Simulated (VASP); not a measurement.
These are PBE GGA, VASP's PBE PAW potentials (set 64) (plane waves; VASP) values and carry that method's errors.

VASP input:

### POSCAR
```
Be4STe3
1
    5.4730823008     0.0000000000    -0.0000000000
   -0.0000000000     5.4730823008     0.0000000000
    0.0000000000    -0.0000000000     5.4730823008
Be Te S
4 3 1
Direct
  0.0184742068   0.9815257932   0.9815257932
  0.4815257932   0.5184742068   0.9815257932
  0.4815257932   0.9815257932   0.5184742068
  0.0184742068   0.5184742068   0.5184742068
  0.2500000000   0.2500000000   0.2500000000
  0.7500000000   0.7500000000   0.2500000000
  0.7500000000   0.2500000000   0.7500000000
  0.2500000000   0.7500000000   0.7500000000
```

KPOINTS:
```
k-points along high-symmetry lines
15
Line-mode
Reciprocal
  0.000000   0.000000   0.000000 ! GAMMA
  0.000000   0.500000   0.000000 ! X

  0.000000   0.500000   0.000000 ! X
  0.500000   0.500000   0.000000 ! M

  0.500000   0.500000   0.000000 ! M
  0.000000   0.000000   0.000000 ! GAMMA

  0.000000   0.000000   0.000000 ! GAMMA
  0.500000   0.500000   0.500000 ! R

  0.500000   0.500000   0.500000 ! R
  0.000000   0.500000   0.000000 ! X

  0.500000   0.500000   0.500000 ! R
  0.500000   0.500000   0.000000 ! M
```

INCAR:
```
SYSTEM = Be4STe3
PREC = Accurate; ENCUT = 400; LREAL = .FALSE.
LASPH = .TRUE.; ICHARG = 11
EDIFF = 1E-6; NELM = 100; ALGO = Normal
LMAXMIX = 4
ISMEAR = 0; SIGMA = 0.05
GGA = PE
LWAVE = .FALSE.; LCHARG = .FALSE.
```

POTCAR, in this order: Be Te S (PBE.64 set). Program: vasp_std. Read from the step before: CHGCAR.

What VASP printed:

OSZICAR:
```
       N       E                     dE             d eps       ncg     rms          rms(c)
DAV:   1     0.118287277171E+03    0.11829E+03   -0.10509E+04  3780   0.102E+03
DAV:   2    -0.204264409917E+02   -0.13871E+03   -0.13165E+03  5237   0.177E+02
DAV:   3    -0.307159715642E+02   -0.10290E+02   -0.10188E+02  4934   0.543E+01
DAV:   4    -0.309552429824E+02   -0.23927E+00   -0.23888E+00  5176   0.940E+00
DAV:   5    -0.309609673608E+02   -0.57244E-02   -0.57222E-02  4798   0.136E+00
DAV:   6    -0.309611747257E+02   -0.20736E-03   -0.20733E-03  5454   0.228E-01
DAV:   7    -0.309611801408E+02   -0.54151E-05   -0.54147E-05  4405   0.305E-02
DAV:   8    -0.309611803801E+02   -0.23923E-06   -0.23955E-06  3708   0.585E-03
   1 F= -.30961180E+02 E0= -.30961180E+02  d E =-.686829E-16
```

OUTCAR:
```
 val. band max:        4.9970567034   @ k =   0.0000   0.0000   0.0000

 cond. band min:       6.8732396059   @ k =   0.0000   0.0000   0.0000



 k-point     1 :       0.0000    0.0000    0.0000
  band No.  band energies     occupation
      1      -8.3374      2.00000
      2      -6.6298      2.00000
      3      -5.2380      2.00000
      4      -5.2380      2.00000
      5      -0.2899      2.00000
      6      -0.2899      2.00000
      7      -0.2899      2.00000
      8       1.7640      2.00000
      9       1.7640      2.00000
     10       1.7640      2.00000
     11       2.5095      2.00000
     12       2.5095      2.00000
     13       2.5095      2.00000
     14       4.9971      2.00000
     15       4.9971      2.00000
     16       4.9971      2.00000
     17       6.8732      0.00000
     18       6.8732      0.00000
     19       7.0353      0.00000
     20       7.9118      0.00000
     21       7.9118      0.00000

 k-point     2 :       0.0000    0.0357    0.0000
  band No.  band energies     occupation
      1      -8.3356      2.00000
      2      -6.6290      2.00000
      3      -5.2454      2.00000
      4      -5.2374      2.00000
      5      -0.2858      2.00000
      6      -0.2858      2.00000
      7      -0.2758      2.00000
      8       1.7584      2.00000
      9       1.7613      2.00000
     10       1.7613      2.00000
     11       2.4977      2.00000
     12       2.5057      2.00000
     13       2.5057      2.00000
     14       4.9676      2.00000
     15       4.9807      2.00000
     16       4.9807      2.00000
     17       6.8849      0.00000
     18       6.9012      0.00000
     19       7.0513      0.00000
     20       7.9211      0.00000
     21       7.9330      0.00000

 k-point     3 :       0.0000    0.0714    0.0000
  band No.  band energies     occupation
      1      -8.3301      2.00000
      2      -6.6268      2.00000
      3      -5.2674      2.00000
      4      -5.2355      2.00000
...
```

The density is held fixed in this step, so its total energy and stress have no physical meaning. Unless said otherwise, spin-orbit coupling is left out, though it shifts the bands of the heavy elements here.

The structure was generated: Be4STe3 was put into an ordered model structure (P-43m), which need not be its known phase. It was relaxed first.
